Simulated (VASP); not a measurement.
Input of a VASP 6.6.1 run:

File INCAR:

```
PREC = Normal
ENCUT = 520
EDIFF = 1E-5
ISMEAR = 0
SIGMA = 0.15
LREAL = Auto
LASPH = T
NELM = 80
ALGO = Fast
ISIF = 2
LWAVE = F
LCHARG = F
GGA = PE
```

Contents of KPOINTS:

```
regular mesh
0
Gamma
  4 5 4
```

File POSCAR:

```
HfSi2B4
1.0
    6.3573200000      0.0000000000      0.0000000000
    0.0000000000      4.5992200000      0.0000000000
    0.0000000000      0.0000000000      5.2709800000
Hf Si B
2 4 8
Direct
    0.2500000000      0.0000000000      0.0000000000
    0.7500000000      0.0000000000      0.0000000000
    0.2500000000      0.5000000000      0.7529950000
    0.7500000000      0.5000000000      0.7529950000
    0.2500000000      0.5000000000      0.2470050000
    0.7500000000      0.5000000000      0.2470050000
    0.0000000000      0.8078070000      0.6672040000
    0.5000000000      0.8078070000      0.6672040000
    0.0000000000      0.8078070000      0.3327960000
    0.5000000000      0.8078070000      0.3327960000
    0.0000000000      0.1921930000      0.3327960000
    0.5000000000      0.1921930000      0.3327960000
    0.0000000000      0.1921930000      0.6672040000
    0.5000000000      0.1921930000      0.6672040000
```

Potentials or basis: VASP PAW PBE potentials, release 64 (Hf_pv, Si, B).

Run with:

```console
$ cat potpaw_PBE.64/Hf_pv/POTCAR potpaw_PBE.64/Si/POTCAR potpaw_PBE.64/B/POTCAR > POTCAR
$ mpirun -np 1 vasp_std > vasp.out
```

(1) What does it give for the largest force?

(2) Predict the band gap on the k mesh.

## Answers

(1) 0.053 eV/Å.

(2) none (metal or under the smearing width).
